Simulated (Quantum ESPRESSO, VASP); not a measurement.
Given: the input of a run of VASP 6.6.1 on NaCuSe2. The cell comes from a database or a generator and needn't be the stable form of this composition.

INCAR

```
SYSTEM = NaCuSe2
  ALGO = Normal
  EDIFF = 1E-7
  ENCUT = 520
  GGA = PE
  ISIF = 2
  ISMEAR = -1
  LASPH = .True.
  LCHARG = .True.
  LELF = .True.
  LREAL = .False.
  LVHAR = .True.
  LWAVE = .False.
  NBANDS = 23
  NELM = 100
  PREC = Accurate
  SIGMA = 0.05
```

Contents of KPOINTS:

```
k-points
0
Gamma
  7 7 5
  0 0 0
```

The input POSCAR:

```
NaCuSe2
1.0
    4.5983756200      0.0000000000      0.0000000000
   -2.2991878100      3.9823101000      0.0000000000
    0.0000000000      0.0000000000      5.8185674700
Na Cu Se
1 1 2
Direct
    0.0000000000      0.0000000000      0.5000000000
    0.0000000000      0.0000000000      0.0000000000
    0.3333333300      0.6666666700      0.5000000000
    0.6666666700      0.3333333300      0.5000000000
```

Potentials or basis: VASP PAW PBE potentials, release 64 (Na_pv, Cu, Se).

Run with:

```bash
$ cat potpaw_PBE.64/Na_pv/POTCAR potpaw_PBE.64/Cu/POTCAR potpaw_PBE.64/Se/POTCAR > POTCAR
$ mpirun -np 1 vasp_std > vasp.out
```

Q: Translate it to Quantum ESPRESSO 7.5. Potentials or basis there: SSSP 1.3 efficiency PBE, cutoff 748 eV.

A: As run (cutoffs and basis follow the program's own potentials, and thresholds, step limits or extra output files can differ):

Contents of pw.in:

```
&CONTROL
  calculation = 'scf'
  prefix = 'pwscf'
  outdir = './tmp'
  pseudo_dir = './pseudo'
  tprnfor = .true.
  tstress = .true.
  disk_io = 'nowf'
/
&SYSTEM
  ibrav = 0
  nat = 4
  ntyp = 3
  ecutwfc = 55
  ecutrho = 440
  nbnd = 24
  occupations = 'smearing'
  smearing = 'fd'
  degauss = 0.00367493
/
&ELECTRONS
  conv_thr = 8d-10
  electron_maxstep = 120
  mixing_beta = 0.5
/
ATOMIC_SPECIES
Na    22.9898 na_pbe_v1.5.uspp.F.UPF
Cu    63.5460 Cu.paw.z_11.ld1.psl.v1.0.0-low.upf
Se    78.9710 Se_pbe_v1.uspp.F.UPF
CELL_PARAMETERS angstrom
   4.5983756200    0.0000000000    0.0000000000
  -2.2991878100    3.9823101000    0.0000000000
   0.0000000000    0.0000000000    5.8185674700
ATOMIC_POSITIONS crystal
Na     0.0000000000    0.0000000000    0.5000000000
Cu     0.0000000000    0.0000000000    0.0000000000
Se     0.3333333300    0.6666666700    0.5000000000
Se     0.6666666700    0.3333333300    0.5000000000
K_POINTS automatic
7 7 5 0 0 0
```

Potentials or basis: SSSP 1.3 efficiency PBE.

Launch:

```bash
$ OMP_NUM_THREADS=1 pw.x -in pw.in > pw.out
```

Both were run:

|  | VASP | Quantum ESPRESSO |
| --- | --- | --- |
| Pressure | 7.2 GPa | 7.1 GPa |

The potentials hold 30 and 32 valence electrons a cell.

Pressure is positive in compression.
